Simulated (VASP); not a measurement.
Method: RPBE GGA, VASP's PBE PAW potentials (set 64) (plane waves; VASP).

Input for VASP

**POSCAR**
```
CsPbCl3
1
    5.8527625729     0.0000000000    -0.0000000000
    0.0000000000     5.8527625729    -0.0000000000
    0.0000000000     0.0000000000     5.8527625729
Cs Pb Cl
1 1 3
Direct
  0.0000000000   0.0000000000   0.0000000000
  0.5000000000   0.5000000000   0.5000000000
  0.5000000000   0.0000000000   0.5000000000
  0.0000000000   0.5000000000   0.5000000000
  0.5000000000   0.5000000000   0.0000000000
```

**INCAR**
```
ALGO=Normal
EDIFF=1E-6
EDIFFG=-0.02
ENCUT=520
GGA=RP
IBRION=2
ISIF=3
ISMEAR=0
LASPH=.True.
LCHARG=.False.
LMAXMIX=4
LREAL=.False.
LWAVE=.False.
NELM=100
NSW=60
PREC=Accurate
SIGMA=0.05
SYSTEM=CsPbCl3
```

File KPOINTS:
```
Automatic mesh
0
Gamma
4 4 4
0 0 0
```

POTCAR, in this order: Cs_sv Pb_d Cl (PBE.64 set). Program: vasp_std.

What VASP printed:

### OUTCAR
```
 ion  position               nearest neighbor table
   1  0.000  0.000  0.000-
   2  0.500  0.500  0.500-   3 2.93   4 2.93   5 2.93   5 2.93   3 2.93   4 2.93
   3  0.500  0.000  0.500-   2 2.93   2 2.93
   4  0.000  0.500  0.500-   2 2.93   2 2.93
   5  0.500  0.500  0.000-   2 2.93   2 2.93
  LATTYP: Found a simple cubic cell.
 ALAT       =     5.8527625729
 Subroutine PRICEL returns:
 Original cell was already a primitive cell.
 Subroutine GETGRP returns: Found 48 space group operations
The static configuration has the point symmetry O_h .
The dynamic configuration has the point symmetry O_h .
 Subroutine INISYM returns: Found 48 space group operations
 Subroutine IBZKPT returns following result:
 Found     10 irreducible k-points:

 Following reciprocal coordinates:
            Coordinates               Weight
  0.000000  0.000000  0.000000      1.000000
  0.250000  0.000000  0.000000      6.000000
  0.500000  0.000000  0.000000      3.000000
  0.250000  0.250000  0.000000     12.000000
  0.500000  0.250000  0.000000     12.000000
  0.500000  0.500000  0.000000      3.000000
  0.250000  0.250000  0.250000      8.000000
  0.500000  0.250000  0.250000     12.000000
  0.500000  0.500000  0.250000      6.000000
  0.500000  0.500000  0.500000      1.000000
   k-points           NKPTS =     10   k-points in BZ     NKDIM =     10   number of bands    NBANDS=     26
   number of dos      NEDOS =    301   number of ions     NIONS =      5
   total plane-waves  NPLWV = 110592
   dimension x,y,z NGX =    48 NGY =   48 NGZ =   48
   dimension x,y,z NGXF=    96 NGYF=   96 NGZF=   96
   ions per type =               1   1   3
   PREC   = accura    normal or accurate (medium, high low for compatibility)
   ISTART =      0    job   : 0-new  1-cont  2-samecut
   ICHARG =      2    charge: 1-file 2-atom 10-const
   ISPIN  =      1    spin polarized calculation?
   LNONCOLLINEAR =      F non collinear calculations
   LSORBIT =      F    spin-orbit coupling
   INIWAV =      1    electr: 0-lowe 1-rand  2-diag
   ENCUT  =  520.0 eV  38.22 Ry    6.18 a.u.  10.88 10.88 10.88*2*pi/ulx,y,z
   NELM   =    100;   NELMIN=  2; NELMDL= -5     # of ELM steps
   EDIFF  = 0.1E-05   stopping-criterion for ELM
   LREAL  =      F    real-space projection
   NLSPLINE    = F    spline interpolate recip. space projectors
   LMAXMIX     =    4 max onsite mixed and CHGCAR
   VOSKOWN=      0    Vosko Wilk Nusair interpolation
   EDIFFG = -.2E-01   stopping-criterion for IOM
   NSW    =     60    number of steps for IOM
   NBLOCK =      1;   KBLOCK =     60    inner block; outer block
   IBRION =      2    ionic relax: 0-MD 1-quasi-New 2-CG
   NFREE  =      1    steps in history (QN), initial steepest desc. (CG)
   ISIF   =      3    stress and relaxation
   ISYM   =      2    0-nonsym 1-usesym 2-fastsym
   TEIN   =    0.0    initial temperature
   TEBEG  =    0.0;   TEEND  =   0.0 temperature during run
   SMASS  =  -3.00    Nose mass-parameter (am)
   PSTRESS=    0.0 pullay stress
   NELECT =      44.0000    total number of electrons
   EFERMI =   0.00;   METHOD = LEGACY
   ISMEAR =     0;   SIGMA  =   0.05  broadening in eV -4-tet -1-fermi 0-gaus
   IALGO  =     38    algorithm
   LDIAG  =      T    sub-space diagonalisation (order eigenvalues)
   IMIX   =      4    mixing-type and parameters
     AMIX     =   0.40;   BMIX     =  1.00
     AMIX_MAG =   1.60;   BMIX_MAG =  1.00
     AMIN     =   0.10
   GGA     = RP    functional components
   VOSKOWN =     0    Vosko Wilk Nusair interpolation
   LHFCALC =     F    Hartree Fock is set to
   LHFONE  =     F    Hartree Fock one center treatment
   AEXX    =    0.0000 exact exchange contribution
   IVDW    =     0    specifies the selected vdW correction
...
```

OSZICAR:
```
       N       E                     dE             d eps       ncg     rms          rms(c)
DAV:   1     0.417207239948E+03    0.41721E+03   -0.19170E+04   520   0.151E+03
DAV:   2     0.327270124939E+02   -0.38448E+03   -0.37741E+03   654   0.343E+02
DAV:   3    -0.157226216434E+02   -0.48450E+02   -0.47917E+02   596   0.131E+02
DAV:   4    -0.177240190304E+02   -0.20014E+01   -0.19957E+01   728   0.357E+01
DAV:   5    -0.177607764215E+02   -0.36757E-01   -0.36735E-01   636   0.375E+00    0.496E+00
DAV:   6    -0.166442556120E+02    0.11165E+01   -0.22023E+00   704   0.161E+01    0.362E+00
DAV:   7    -0.165979623294E+02    0.46293E-01   -0.88717E-01   750   0.511E+00    0.221E+00
DAV:   8    -0.166323673980E+02   -0.34405E-01   -0.12408E-01   604   0.301E+00    0.400E-01
DAV:   9    -0.166297140700E+02    0.26533E-02   -0.30022E-02   764   0.127E+00    0.177E-01
DAV:  10    -0.166315140974E+02   -0.18000E-02   -0.39981E-03   560   0.395E-01    0.828E-02
DAV:  11    -0.166316588450E+02   -0.14475E-03   -0.53350E-04   654   0.217E-01    0.137E-02
DAV:  12    -0.166316715912E+02   -0.12746E-04   -0.82150E-05   762   0.870E-02    0.685E-03
DAV:  13    -0.166316716463E+02   -0.55084E-07   -0.51981E-06   622   0.180E-02
   1 F= -.16631672E+02 E0= -.16631672E+02  d E =-.166317E+02
```

File OUTCAR:
```
------------------------ aborting loop because EDIFF is reached ----------------------------------------
  FORCE on cell =-STRESS in cart. coord.  units (eV):
  Direction    XX          YY          ZZ          XY          YZ          ZX
  --------------------------------------------------------------------------------------
  Total        0.0635928      0.0635928      0.0635928      0.0000000      0.0000000     -0.0000000
  in kB        0.5082009      0.5082009      0.5082009      0.0000000      0.0000000     -0.0000000
  external PRESSURE =       0.5082009 kB  Pullay stress =       0.0000000 kB
  volume of cell :      200.49
      direct lattice vectors                 reciprocal lattice vectors
     5.852762573  0.000000000  0.000000000     0.170859485  0.000000000  0.000000000
     0.000000000  5.852762573  0.000000000     0.000000000  0.170859485  0.000000000
     0.000000000  0.000000000  5.852762573     0.000000000  0.000000000  0.170859485
 POSITION                                       TOTAL-FORCE (eV/Angst)
 -----------------------------------------------------------------------------------
      0.00000      0.00000      0.00000         0.000000      0.000000      0.000000
      2.92638      2.92638      2.92638         0.000000      0.000000      0.000000
      2.92638      0.00000      2.92638         0.000000      0.000000      0.000000
      0.00000      2.92638      2.92638         0.000000      0.000000      0.000000
      2.92638      2.92638      0.00000         0.000000      0.000000      0.000000
 -----------------------------------------------------------------------------------
    total drift:                                0.000000     -0.000000     -0.000000
  FREE ENERGIE OF THE ION-ELECTRON SYSTEM (eV)
  ---------------------------------------------------
  free  energy   TOTEN  =       -16.6316716463 eV

  energy  without entropy=      -16.6316716463  energy(sigma->0) =      -16.63167165

 reached required accuracy - stopping structural energy minimisation
```
(Selected blocks of OUTCAR.)

The compound is CsPbCl3 in the cubic perovskite structure, the ideal cubic form; the compound distorts at low or room temperature. It was relaxed first, which changed the volume by +14 %. The start is the result of an earlier pass.
